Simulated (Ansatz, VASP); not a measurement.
# Ba6TiSi19O46 in two plane-wave programs, part 3 of 3

One calculation is typed for both programs; each brings its own data sets. How far apart do they land? Of the first pair: The structure shown is frame 107 of Ansatz's trajectory.

VASP 6.6.1 and Ansatz 0.2.0.

So far. Step 4 (Side by side): The forces differ by 44 meV/Å r.m.s., which is 4.6 % of the r.m.s. force of 0.974 eV/Å (both taken over all components).

## 6. VASP: single point, revPBE, pair 2

Level of this step: revPBE, no spin polarisation; plane waves and PAW (Si, Ba_sv, Ti_sv, O) (VASP).

The same cell, functional and mesh now go to VASP, with its own data sets.

Input file INCAR:

```
SYSTEM = Ba6TiSi19O46
PREC = Accurate
ENCUT = 520
EDIFF = 1E-06
NELM = 120
ISMEAR = 0
SIGMA = 0.01
LREAL = Auto
ALGO = Normal
GGA = RE
NBANDS = 264
LASPH = .TRUE.
LORBIT = 11
LWAVE = .FALSE.
LCHARG = .FALSE.
ISIF = 2
GGA_COMPAT = .FALSE.
EFERMI = MIDGAP
NCORE = 2
```

Input file POSCAR:

```
Ba6TiSi19O46
1.0
   10.3027900000      0.0000000000      0.0000000000
    0.0000000000     10.3027900000      0.0000000000
    0.0000000000      0.0000000000     10.3027900000
Si Ba Ti O
19 6 1 46
Direct
    0.4188088857      0.0141233588      0.8289793347
    0.2963274996      0.6379825271      0.5872292845
    0.4985639812      0.6138240224      0.1082716429
    0.9582452908      0.3639499592      0.7716744688
    0.0994973206      0.3277752919      0.0316127961
    0.0103564180      0.6593359663      0.6884348803
    0.0497535134      0.0553248198      0.1225687411
    0.4634472798      0.0498311622      0.1248885011
    0.3748790376      0.3481095897      0.1367396598
    0.0133361934      0.5389608058      0.2261232152
    0.7175046759      0.5690400367      0.3149535223
    0.7238815894      0.9845003150      0.7219500737
    0.7361404047      0.7190770655      0.5827353562
    0.6682558802      0.2820109893      0.4011922984
    0.7482924528      0.1312848267      0.1626064396
    0.8839935590      0.1987422824      0.5669241050
    0.1183174655      0.1291009523      0.4154602782
    0.2280353186      0.4190224201      0.3953589270
    0.5427461882      0.6033511311      0.8044714102
    0.2040029934      0.8140319273      0.3029082414
    0.1183465838      0.9873053804      0.7456329790
    0.4690671168      0.9936240572      0.4882172693
    0.2334222089      0.7063329448      0.9398328026
    0.8338615074      0.7972306531      0.0129673613
    0.4234969363      0.3245819822      0.6850765666
    0.7093806629      0.4006293441      0.9493156708
    0.5311279760      0.6699350370      0.9488497776
    0.9682328767      0.0994293779      0.4781520345
    0.0271188678      0.4002216875      0.1452519172
    0.5668076317      0.0322242810      0.7671999526
    0.8071405901      0.3239996156      0.4963801067
    0.0706216471      0.1746128961      0.0208972521
    0.3648817456      0.7308602815      0.4816268215
    0.7611918713      0.1205013399      0.6302079340
    0.3226795849      0.1352934496      0.7800314284
    0.2148932474      0.0366696788      0.4997578326
    0.8099844799      0.3345016253      0.8184385006
    0.7318114802      0.1560936407      0.3210586647
    0.6489018994      0.4154699843      0.3146720451
    0.9785883241      0.5017281727      0.6896578500
    0.0560236596      0.3808482945      0.8919137438
    0.6967821338      0.6527552246      0.4473642576
    0.8828870626      0.0500835211      0.1379043929
    0.1466593030      0.2907270749      0.4339892398
    0.7338982936      0.2646273485      0.0786388930
    0.3441883218      0.8816349746      0.7797305390
    0.6299749874      0.6504257585      0.1983928625
    0.1044765544      0.0880829368      0.2669665207
    0.4256031619      0.2027606114      0.1287224140
    0.3734037091      0.6808252910      0.1618590692
    0.8974074013      0.7180676302      0.5865304447
    0.4045506120      0.5987407295      0.7146413738
    0.2822342298      0.4885763953      0.5281482006
    0.2486413874      0.3631249399      0.0489479063
    0.8284163804      0.9338150152      0.8187102717
    0.0131129529      0.7259198722      0.8284649110
    0.3338416099      0.3953589270      0.2821759931
    0.8702691213      0.5666814523      0.2799047637
    0.3968536678      0.9801713905      0.2516502811
    0.1200451528      0.5271678837      0.3470807422
    0.1145903197      0.9269527963      0.0663121349
    0.4925364877      0.4522561364      0.0941007242
    0.7859618608      0.5395625845      0.9871879365
    0.4283791090      0.9818495767      0.9836558835
    0.1595101909      0.6913175946      0.6302855828
    0.6871730861      0.8738797937      0.5982263057
    0.0017480702      0.2423130045      0.6742057249
    0.0586734273      0.6595592068      0.1322748498
    0.5650799444      0.4514699416      0.8375012982
    0.6578509316      0.6621701500      0.7168252483
    0.5408243786      0.2416238708      0.4849366046
    0.6273446319      0.0274391694      0.1310907046
```

Input file KPOINTS:

```
Automatic mesh
0
Gamma
1 1 1
0 0 0
```

The projector-augmented-wave data sets are Si, Ba_sv, Ti_sv and O (PBE family, release 64).

On the command line:

```bash
$ mpirun -np 8 vasp_gam
```

Numbers of over 12 decimals in the logs are rounded to 6 here.

What it wrote:

```text
[banner, memory and clock lines left out]
running    8 mpi-ranks, on    1 nodes
[...]
[... a notice as in an earlier step ...]

 LDA part: xc-table for (Slater+PW92), standard interpolation
 POSCAR, INCAR and KPOINTS ok, starting setup
[...]
entering main loop
       N       E                     dE             d eps       ncg     rms          rms(c)
DAV:   1     0.437344729511E+04    0.43734E+04   -0.24588E+05   536   0.158E+03
DAV:   2    -0.155708637117E+03   -0.45292E+04   -0.43664E+04   656   0.388E+02
DAV:   3    -0.593286300957E+03   -0.43758E+03   -0.43411E+03   632   0.133E+02
DAV:   4    -0.610944061893E+03   -0.17658E+02   -0.17604E+02   760   0.268E+01
[...]
DAV:  18    -0.529508647522E+03   -0.50455E-06   -0.21508E-05   624   0.159E-02    0.125E-02
DAV:  19    -0.529508648327E+03   -0.80555E-06   -0.11251E-05   728   0.956E-03    0.552E-03
DAV:  20    -0.529508648555E+03   -0.22734E-06   -0.13734E-06   408   0.417E-03
   1 F= -.52950865E+03 E0= -.52950865E+03  d E =0.000000E+00
```

Parts of OUTCAR (step 6):

```text
  Total       -2.4271667      7.2640528     15.0910385     -5.3350845      6.5790065      5.8925326
  in kB       -3.5558682     10.6420436     22.1087998     -7.8160502      9.6384312      8.6327275
  external PRESSURE =       9.7316584 kB  Pullay stress =       0.0000000 kB

 POSITION                                       TOTAL-FORCE (eV/Angst)
 -----------------------------------------------------------------------------------
      4.31490      0.14551      8.54080        -1.416360     -1.236896     -0.731446
      3.05300      6.57300      6.05010         4.727576      0.492745     -1.431429
      5.13660      6.32410      1.11550         1.356145      0.548813     -0.218783
      9.87260      3.74970      7.95040        -0.507466      1.356431     -0.677258
      1.02510      3.37700      0.32570        -0.822723     -0.157445     -0.728721
      0.10670      6.79300      7.09280        -1.126028     -0.937503      0.343376
      0.51260      0.57000      1.26280        -1.412699     -0.535483     -0.402646
      4.77480      0.51340      1.28670         0.499689     -2.432502      1.359012
      3.86230      3.58650      1.40880         1.515774      1.239947      1.046728
      0.13740      5.55280      2.32970         2.138621      0.856859     -2.123516
      7.39230      5.86270      3.24490        -2.197342     -1.429358     -1.654251
      7.45800     10.14310      7.43810        -2.237190      1.628528     -2.535820
      7.58430      7.40850      6.00380        -0.055324      1.270015      2.066883
      6.88490      2.90550      4.13340         1.417092      0.307234      1.657823
[...]
-----------------------------------------------------------------------------------
    total drift:                               -0.008594     -0.013658      0.020413

  FREE ENERGIE OF THE ION-ELECTRON SYSTEM (eV)
  ---------------------------------------------------
  free  energy   TOTEN  =      -529.5086485547 eV

  energy  without entropy=     -529.5086485547  energy(sigma->0) =     -529.50864855

[... 2 parts as in an earlier step ...]

[... 1 further part left out ...]
[key lines of the parts left out:]
E-fermi :   3.5491
```

The run ends at a pressure of 0.97 GPa, with forces up to 5.0 eV/Å.

## 7. Side by side

Forces on 10 of the 72 atoms, those with the largest forces and the largest differences (eV/Å; atoms numbered as in POSCAR):

```tsv
atom	Ansatz x, y, z	VASP x, y, z
Si2	4.705, 0.525, -1.477	4.728, 0.493, -1.431
Si8	0.500, -2.435, 1.374	0.500, -2.433, 1.359
Si10	2.185, 0.873, -2.155	2.139, 0.857, -2.124
Si11	-2.190, -1.452, -1.656	-2.197, -1.429, -1.654
Si12	-2.177, 1.591, -2.492	-2.237, 1.629, -2.536
Si17	-0.121, 0.357, 2.643	-0.148, 0.388, 2.625
Ba21	-0.231, 0.328, -0.256	-0.468, 0.329, -0.259
Ba24	0.358, -0.875, 0.503	0.322, -0.931, 0.701
Ti26	0.287, -0.469, 1.043	0.154, -0.599, 1.041
O65	-2.374, 0.261, 0.717	-2.405, 0.222, 0.725
```

The forces differ by 47 meV/Å r.m.s., which is 5.0 % of the r.m.s. force of 0.938 eV/Å (both taken over all components).

## 8. Summary of results

- r.m.s. force difference (single point, revPBE, pair 1): 4.6 % of the r.m.s. force
- r.m.s. force difference (single point, revPBE, pair 2): 5.0 % of the r.m.s. force

In words: The r.m.s. force difference is 5.0 % of the r.m.s. force (single point, revPBE, pair 2), beyond the 3 % picked in this series as the mark of a large difference. What causes the difference of the single point, revPBE, pair 1 pair stays open here. What causes the difference of the single point, revPBE, pair 2 pair stays open here. How closely two codes agree says nothing of how well the functional describes the real material.

[Lines on the potential files, build, host, timing and source positions are cut from VASP's logs without a mark.]

[Logs are printed without paths, hosts, clocks, repeated set-up lines and the standing remarks that a program may print on its own settings, such as how far it seeks lower states.]

[Hosts, paths, dates, database ids (printed as entryN), source tags and the programs' standing remarks are cut or masked in the printed files.]
